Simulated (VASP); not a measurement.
An input for Quantum ESPRESSO's pw.x (written as the equivalent of a VASP run, and not itself run):

```
&CONTROL
  calculation = 'vc-relax'
  pseudo_dir = './pseudo'
  outdir = './out'
  tprnfor = .true.
  tstress = .true.
  nstep = 60
  forc_conv_thr = 0.00039
/
&SYSTEM
  ibrav = 0
  nat = 2
  ntyp = 2
  ecutwfc = 82
  occupations = 'smearing'
  smearing = 'methfessel-paxton'
  degauss = 0.00735
  input_dft = 'revpbe'
/
&ELECTRONS
  conv_thr = 7.3e-08
  electron_maxstep = 100
/
&IONS
/
&CELL
/
ATOMIC_SPECIES
  In 114.818 In.upf
  Pd 106.420 Pd.upf
CELL_PARAMETERS angstrom
     3.3338349   -0.0000000    0.0000000
    -0.0000000    3.3338349   -0.0000000
     0.0000000   -0.0000000    3.3338349
ATOMIC_POSITIONS crystal
  In   0.5000000  0.5000000  0.5000000
  Pd   0.0000000  0.0000000  0.0000000
K_POINTS automatic
  10 10 10 0 0 0
```

### Question
Translate this input to VASP (INCAR, KPOINTS, POSCAR, choice of POTCAR).

### Answer
This is not unique; one that fits is 
**INCAR**
```
SYSTEM = PdIn
PREC = Accurate
ENCUT = 520
EDIFF = 1E-6
NELM = 100
ALGO = Normal
LREAL = .FALSE.
LASPH = .TRUE.
ISMEAR = 1
SIGMA = 0.1
GGA = RE
LMAXMIX = 4
LWAVE = .FALSE.
LCHARG = .FALSE.
IBRION = 2
ISIF = 3
NSW = 60
EDIFFG = -0.01
```

File KPOINTS:
```
Automatic mesh
0
Gamma
10 10 10
0 0 0
```

**POSCAR**
```
PdIn
1
    3.3338348626    -0.0000000000     0.0000000000
   -0.0000000000     3.3338348626    -0.0000000000
    0.0000000000    -0.0000000000     3.3338348626
In Pd
1 1
Direct
  0.5000000000   0.5000000000   0.5000000000
  0.0000000000   0.0000000000   0.0000000000
```

POTCAR, in this order: In_d Pd (PBE.64 set). Program: vasp_std.

What does not carry over: the potentials are each code's own (VASP's PAW set, PseudoDojo norm-conserving files in pw.x), so ENCUT and ecutwfc are chosen apart and not converted; conv_thr bounds pw.x's estimated SCF error, while EDIFF bounds the energy change between steps; forc_conv_thr acts on force components and is met together with etot_conv_thr.

The compound is PdIn in the CsCl type structure. It was relaxed first, which changed the volume by +8 %. The start is the result of an earlier pass.
